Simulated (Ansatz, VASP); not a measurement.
# GaN in two plane-wave programs

Wanted: the spread between two codes on one cell, functional and k mesh. The cell is taken from a series of runs on this material, whose earlier steps may have relaxed, scaled, displaced or heated it; both programs get it as it stands.

Calculated with Ansatz 0.2.0; plane waves, with VASP 6.6.1 beside it; zone-centre phonons at LDA.

## (1) The structure

It takes space group P6_3mc (No. 186, hexagonal). The conventional cell has a = 3.130 Å, b = 3.130 Å, c = 5.104 Å, α = 90.00°, β = 90.00°, γ = 120.00°. Nearest to N lie 4 Ga at 1.91 to 1.92 Å. Nearest to Ga lie 4 N at 1.91 to 1.92 Å. Farther neighbours and most contacts between anions are not listed.

## (2) VASP: zone-centre phonons, LDA

Second derivatives magnify differences that forces hide, and they need a tight electronic threshold.

Lines of VASP's logs that name or quote its potential files are left out, and so is its time.

INCAR

```
SYSTEM = GaN
PREC = Accurate
ENCUT = 600
EDIFF = 1E-08
NELM = 120
ISMEAR = 0
SIGMA = 0.01
LREAL = .FALSE.
ALGO = Normal
GGA = CA
NBANDS = 24
LORBIT = 11
LWAVE = .FALSE.
LCHARG = .FALSE.
ISIF = 2
IBRION = 8
LEPSILON = .TRUE.
LASPH = .TRUE.
GGA_COMPAT = .FALSE.
EFERMI = MIDGAP
KPAR = 2
```

POSCAR

```
GaN
1.0
    3.1303725133      0.0000000000      0.0000000000
   -1.5651862567      2.7109821198      0.0000000000
    0.0000000000      0.0000000000      5.1042229199
N Ga
2 2
Direct
    0.3333333333      0.6666666667      0.3756540297
    0.6666666667      0.3333333333      0.8756540297
    0.3333333333      0.6666666667      0.9993459703
    0.6666666667      0.3333333333      0.4993459703
```

KPOINTS

```
Automatic mesh
0
Gamma
15 15 8
0 0 0
```

PAW data sets: N and Ga_d (LDA family, release 64).

The run is started by

```console
> mpirun -np 2 vasp_std
```

Numbers of over 12 decimals in the logs are rounded to 6 here.

What it wrote:

```text
[banner, memory and clock lines left out]
running    2 mpi-ranks, on    1 nodes
 distrk:  each k-point on    1 cores,    2 groups
 distr:  one band on    1 cores,    1 groups

 POSCAR found type information on POSCAR N Ga
 POSCAR found :  2 types and       4 ions
 LDA part: xc-table for (Slater(with rela. corr.)+CA(PZ))
 , standard interpolation
 POSCAR, INCAR and KPOINTS ok, starting setup
 FFT: planning ... GRIDC
 FFT: planning ... GRID_SOFT
 FFT: planning ... GRID
 WAVECAR not read
 entering main loop
       N       E                     dE             d eps       ncg     rms          rms(c)
DAV:   1     0.287573761455E+03    0.28757E+03   -0.19709E+04  6992   0.309E+03
DAV:   2     0.249167219350E+01   -0.28508E+03   -0.27241E+03  7096   0.548E+02
DAV:   3    -0.311529898431E+02   -0.33645E+02   -0.33353E+02  7768   0.149E+02
DAV:   4    -0.321266864041E+02   -0.97370E+00   -0.97182E+00  7824   0.282E+01
DAV:   5    -0.321471204903E+02   -0.20434E-01   -0.20425E-01  7832   0.372E+00    0.109E+01
DAV:   6    -0.279115679753E+02    0.42356E+01   -0.12793E+01 11256   0.563E+01    0.311E+00
DAV:   7    -0.279530589369E+02   -0.41491E-01   -0.14599E+00  7072   0.911E+00    0.260E+00
DAV:   8    -0.279136978186E+02    0.39361E-01   -0.27017E-01 10952   0.647E+00    0.105E+00
DAV:   9    -0.278913200287E+02    0.22378E-01   -0.86566E-02 11016   0.484E+00    0.293E-01
DAV:  10    -0.278921304170E+02   -0.81039E-03   -0.51396E-03  7400   0.618E-01    0.112E-01
DAV:  11    -0.278918619506E+02    0.26847E-03   -0.13321E-03 10544   0.666E-01    0.299E-02
DAV:  12    -0.278918723317E+02   -0.10381E-04   -0.13273E-04  6952   0.813E-02    0.285E-02
DAV:  13    -0.278918768717E+02   -0.45400E-05   -0.13990E-04 10968   0.138E-01    0.432E-02
DAV:  14    -0.278918661557E+02    0.10716E-04   -0.28513E-05  9656   0.524E-02    0.147E-02
DAV:  15    -0.278918654805E+02    0.67518E-06   -0.42480E-06  8672   0.149E-02    0.316E-03
DAV:  16    -0.278918654623E+02    0.18191E-07   -0.32535E-07  8024   0.388E-03    0.131E-03
DAV:  17    -0.278918654569E+02    0.54479E-08   -0.13902E-08  5928   0.161E-03
   1 F= -.27891865E+02 E0= -.27891865E+02  d E =0.000000E+00
 Linear response reoptimize wavefunctions to high precision
DAV:   1    -0.278918654533E+02    0.36180E-08   -0.29951E-08  9040   0.125E-03
DAV:   2    -0.278918654535E+02   -0.28012E-09   -0.24727E-09  4808   0.393E-04
DAV:   3    -0.278918654536E+02   -0.90949E-11   -0.70021E-11  3536   0.674E-05
 Linear response G [H, r] |phi>, progress :
  Direction:   1
       N       E                     dE             d eps       ncg     rms
RMM:   1    -0.917184968511E+02   -0.91718E+02    0.84496E+01  7815   0.355E+02
 LRF_COMMUTATOR internal error: the vector H(1)-e(1) S(1) |phi(0)> is not orthog
 onal to |phi(0)> (-1.052326050650504E-004,1.963706974805746E-015)
 LRF_COMMUTATOR internal error: the vector H(1)-e(1) S(1) |phi(0)> is not orthog
 onal to |phi(0)> (1.052326053533649E-004,-1.347880140833979E-015)
 LRF_COMMUTATOR internal error: the vector H(1)-e(1) S(1) |phi(0)> is not orthog
 onal to |phi(0)> (-1.039277178335740E-004,-6.182554468381340E-015)
 LRF_COMMUTATOR internal error: the vector H(1)-e(1) S(1) |phi(0)> is not orthog
 onal to |phi(0)> (1.039277178399370E-004,3.240463453124676E-015)
 LRF_COMMUTATOR internal error: the vector H(1)-e(1) S(1) |phi(0)> is not orthog
 onal to |phi(0)> (-1.027263457090491E-004,-5.026361271642799E-015)
 LRF_COMMUTATOR internal error: the vector H(1)-e(1) S(1) |phi(0)> is not orthog
 onal to |phi(0)> (1.027263457242800E-004,8.326672684688674E-017)
 LRF_COMMUTATOR internal error: the vector H(1)-e(1) S(1) |phi(0)> is not orthog
 onal to |phi(0)> (-1.000588067275252E-004,-3.927413949611491E-015)
 LRF_COMMUTATOR internal error: the vector H(1)-e(1) S(1) |phi(0)> is not orthog
 onal to |phi(0)> (1.000588071888037E-004,1.335737076502141E-015)
 LRF_COMMUTATOR internal error: the vector H(1)-e(1) S(1) |phi(0)> is not orthog
 onal to |phi(0)> (-1.029876912920016E-004,2.220446049250313E-015)
 LRF_COMMUTATOR internal error: the vector H(1)-e(1) S(1) |phi(0)> is not orthog
 onal to |phi(0)> (1.029876917062987E-004,1.103284130721249E-015)
RMM:   2    -0.861243452641E+02    0.55942E+01   -0.25957E+02 11640   0.869E+01
 LRF_COMMUTATOR internal error: the vector H(1)-e(1) S(1) |phi(0)> is not orthog
 onal to |phi(0)> (-1.039277178367520E-004,-3.136380044566067E-015)
 LRF_COMMUTATOR internal error: the vector H(1)-e(1) S(1) |phi(0)> is not orthog
 onal to |phi(0)> (1.039277178405025E-004,3.448630270241893E-015)
 LRF_COMMUTATOR internal error: the vector H(1)-e(1) S(1) |phi(0)> is not orthog
 onal to |phi(0)> (-1.000588067303701E-004,-5.800915303666443E-015)
 LRF_COMMUTATOR internal error: the vector H(1)-e(1) S(1) |phi(0)> is not orthog
 onal to |phi(0)> (1.000588071917424E-004,1.922073611382302E-015)
 LRF_COMMUTATOR internal error: the vector H(1)-e(1) S(1) |phi(0)> is not orthog
 onal to |phi(0)> (-1.052326050583960E-004,3.393119119010635E-015)
[...]
RMM:   9    -0.563786424844E+00   -0.42649E-05   -0.20910E-07 48133   0.247E-03    0.214E-04
RMM:  10    -0.563780027803E+00    0.63970E-05    0.85230E-08 48185   0.795E-04    0.339E-05
RMM:  11    -0.563780637284E+00   -0.60948E-06    0.12232E-07 43536   0.266E-04    0.148E-05
RMM:  12    -0.563780857252E+00   -0.21997E-06    0.95789E-08 29447   0.119E-04    0.285E-06
[...]
Linear response progress:
  Degree of freedom:   1/  4
       N       E                     dE             d eps       ncg     rms          rms(c)
RMM:   1    -0.239186027986E+00   -0.23919E+00    0.80039E-02104636   0.356E+00
RMM:   2    -0.228289964828E+00    0.10896E-01   -0.16119E-02 73239   0.110E+00    0.144E-01
RMM:   3    -0.229506660385E+00   -0.12167E-02   -0.18860E-03 84594   0.322E-01    0.722E-02
RMM:   4    -0.230832778593E+00   -0.13261E-02   -0.53893E-04 82872   0.143E-01    0.164E-02
RMM:   5    -0.230829607457E+00    0.31711E-05   -0.20622E-05 84704   0.329E-02    0.370E-03
RMM:   6    -0.230814163141E+00    0.15444E-04   -0.13968E-06 86458   0.952E-03    0.108E-03
RMM:   7    -0.230808121476E+00    0.60417E-05   -0.62562E-08 85816   0.236E-03    0.340E-04
RMM:   8    -0.230810247317E+00   -0.21258E-05    0.89271E-09 85500   0.737E-04    0.602E-05
RMM:   9    -0.230809786672E+00    0.46064E-06    0.42862E-08 87776   0.229E-04    0.212E-05
RMM:  10    -0.230810047019E+00   -0.26035E-06   -0.19369E-08 88625   0.923E-05    0.227E-06
RMM:  11    -0.230810070811E+00   -0.23792E-07   -0.68563E-09 89877   0.372E-05    0.127E-06
RMM:  12    -0.230810072862E+00   -0.20514E-08   -0.17505E-09 86311   0.195E-05    0.299E-07
 first order change of Fermi-energy   0.19304E+00
 force on displaced ion       1 direction 1 : -15.264   0.000  -0.000
 Born effective charge ion    1 direction 1 :  -2.569  -0.000  -0.000
 Linear response progress:
  Degree of freedom:   2/  4
       N       E                     dE             d eps       ncg     rms          rms(c)
RMM:   1    -0.253305224095E+00   -0.25331E+00    0.12832E-01 23933   0.353E+00
RMM:   2    -0.244134626954E+00    0.91706E-02   -0.19097E-02 15591   0.122E+00    0.147E-01
RMM:   3    -0.244628828144E+00   -0.49420E-03   -0.31299E-03 16365   0.436E-01    0.686E-02
RMM:   4    -0.245547110298E+00   -0.91828E-03   -0.64819E-04 17754   0.183E-01    0.189E-02
RMM:   5    -0.245683414019E+00   -0.13630E-03   -0.73793E-05 17444   0.500E-02    0.776E-03
RMM:   6    -0.245737239949E+00   -0.53826E-04   -0.12378E-05 18260   0.169E-02    0.189E-03
RMM:   7    -0.245735998088E+00    0.12419E-05   -0.25244E-06 16517   0.711E-03    0.723E-04
RMM:   8    -0.245732084678E+00    0.39134E-05   -0.11176E-06 17903   0.247E-03    0.253E-04
RMM:   9    -0.245731988116E+00    0.96562E-07   -0.18322E-07 18066   0.833E-04    0.710E-05
RMM:  10    -0.245731803067E+00    0.18505E-06   -0.15118E-07 18728   0.275E-04    0.159E-05
RMM:  11    -0.245731886955E+00   -0.83888E-07   -0.24807E-08 18555   0.107E-04    0.399E-06
RMM:  12    -0.245731903186E+00   -0.16231E-07   -0.15396E-09 18526   0.498E-05    0.208E-06
RMM:  13    -0.245731893286E+00    0.98993E-08   -0.76013E-09 18211   0.297E-05    0.732E-07
 first order change of Fermi-energy  -0.19442E+00
 force on displaced ion       1 direction 3 :   0.000  -0.000 -20.084
 Born effective charge ion    1 direction 3 :   0.000   0.000  -2.703
 Linear response progress:
  Degree of freedom:   3/  4
       N       E                     dE             d eps       ncg     rms          rms(c)
RMM:   1    -0.164643527690E+00   -0.16464E+00    0.29136E-01 57961   0.843E+00
RMM:   2    -0.161793860239E+00    0.28497E-02   -0.48313E-02 82428   0.166E+00    0.585E-02
RMM:   3    -0.162010414816E+00   -0.21655E-03   -0.34930E-03 85943   0.411E-01    0.354E-02
RMM:   4    -0.161668511897E+00    0.34190E-03   -0.30491E-04 88779   0.129E-01    0.483E-03
RMM:   5    -0.161653629217E+00    0.14883E-04   -0.85327E-05 91385   0.416E-02    0.239E-03
RMM:   6    -0.161642456964E+00    0.11172E-04   -0.57547E-05 91736   0.158E-02    0.508E-04
RMM:   7    -0.161638220005E+00    0.42370E-05   -0.14162E-05 93471   0.656E-03    0.292E-04
RMM:   8    -0.161637094818E+00    0.11252E-05   -0.85916E-06 92532   0.292E-03    0.276E-05
RMM:   9    -0.161636509731E+00    0.58509E-06   -0.26442E-06 94117   0.141E-03    0.204E-05
RMM:  10    -0.161636282003E+00    0.22773E-06   -0.14088E-06 92815   0.727E-04    0.727E-06
RMM:  11    -0.161636066640E+00    0.21536E-06    0.30144E-07 94347   0.403E-04    0.302E-06
RMM:  12    -0.161636071231E+00   -0.45911E-08   -0.42804E-09 93308   0.235E-04    0.173E-06
 first order change of Fermi-energy   0.34007E+00
 force on displaced ion       3 direction 1 : -15.019   0.000  -0.000
 Born effective charge ion    3 direction 1 :   2.569  -0.000   0.000
 Linear response progress:
  Degree of freedom:   4/  4
       N       E                     dE             d eps       ncg     rms          rms(c)
RMM:   1    -0.180937587843E+00   -0.18094E+00    0.31202E-01 12407   0.860E+00
RMM:   2    -0.175866025517E+00    0.50716E-02   -0.56383E-02 17163   0.169E+00    0.948E-02
RMM:   3    -0.175070776134E+00    0.79525E-03   -0.30777E-03 18344   0.432E-01    0.440E-02
RMM:   4    -0.174707343706E+00    0.36343E-03    0.15872E-04 18673   0.135E-01    0.224E-02
RMM:   5    -0.174501667844E+00    0.20568E-03    0.53309E-04 18674   0.610E-02    0.459E-03
RMM:   6    -0.174556916881E+00   -0.55249E-04    0.75523E-05 18204   0.208E-02    0.261E-03
RMM:   7    -0.174578211160E+00   -0.21294E-04   -0.61364E-05 19278   0.764E-03    0.700E-04
RMM:   8    -0.174574985360E+00    0.32258E-05   -0.75593E-06 17984   0.326E-03    0.122E-04
RMM:   9    -0.174573272922E+00    0.17124E-05    0.10913E-05 20140   0.138E-03    0.560E-05
RMM:  10    -0.174575560384E+00   -0.22875E-05   -0.12998E-05 18851   0.544E-04    0.176E-05
RMM:  11    -0.174573775665E+00    0.17847E-05    0.40831E-06 19364   0.279E-04    0.708E-06
RMM:  12    -0.174573548381E+00    0.22728E-06    0.61385E-06 18676   0.150E-04    0.272E-06
RMM:  13    -0.174574238104E+00   -0.68972E-06   -0.81110E-07 19871   0.861E-05    0.131E-06
RMM:  14    -0.174574019069E+00    0.21903E-06    0.13768E-06 18945   0.520E-05    0.745E-07
RMM:  15    -0.174574125976E+00   -0.10691E-06    0.28813E-07 17968   0.355E-05    0.513E-07
RMM:  16    -0.174574150784E+00   -0.24808E-07    0.13047E-08 15948   0.253E-05    0.506E-07
RMM:  17    -0.174574141620E+00    0.91641E-08    0.10005E-07 12618   0.192E-05    0.283E-07
RMM:  18    -0.174574157585E+00   -0.15965E-07   -0.64051E-08 13213   0.161E-05    0.111E-07
RMM:  19    -0.174574157284E+00    0.30088E-09   -0.60541E-08 10048   0.139E-05    0.614E-08
 first order change of Fermi-energy   0.19426E+00
 force on displaced ion       3 direction 3 :  -0.000   0.000 -22.292
 Born effective charge ion    3 direction 3 :   0.000   0.000   2.703
 Born effective charges drift removed
 Linear response finished
```

[end of part 1 of 3]

[Lines on the potential files, build, host, timing and source positions are cut from VASP's logs without a mark.]

[Logs are printed without paths, hosts, clocks, repeated set-up lines and the standing remarks that a program may print on its own settings, such as how far it seeks lower states.]

[Hosts, paths, dates, database ids (printed as entryN), source tags and the programs' standing remarks are cut or masked in the printed files.]
